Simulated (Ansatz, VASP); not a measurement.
# Rb3Ni in VASP and in Ansatz

```
Rb Ni
1.0
     5.85101    0.00000    0.00000
     0.00000    5.85101    0.00000
     0.00000    0.00000    5.85101
Rb Ni
3 1
Direct
  0.00000 0.50000 0.50000
  0.50000 0.00000 0.50000
  0.50000 0.50000 0.00000
  0.00000 0.00000 0.00000
```

Alike in both runs: functional PBE; k mesh 8 × 8 × 8; occupations gaussian, width 0.1 eV; no spin polarisation.

Ansatz relaxed the structure, and its values are those at the end. VASP's run is a single point on that final structure, the one shown.

|  | VASP | Ansatz |
| --- | --- | --- |
| version | VASP 6.6.1 | Ansatz 0.2.0 |
| potentials or method | VASP PAW PBE potentials, release 64 (Rb_sv, Ni) | scalar-relativistic, plane waves, PAW |
| plane-wave cutoff (eV) | 520 | 420 |
| valence electrons in the cell | 37 | 45 |

```csv
,VASP,Ansatz,Ansatz less VASP
gap on the k mesh at the Fermi level (eV),none,none,-
pressure (GPa),0.0,0.0,0.00
```

A gap of «none» marks a metal or a gap that the smearing closes. The functional is the same, so the differences come from potentials, cutoffs and numerics. The two sets of potentials don't hold the same shells in valence.

Spin polarisation is off, so any magnetic state and its effect on volume and gap are missing.
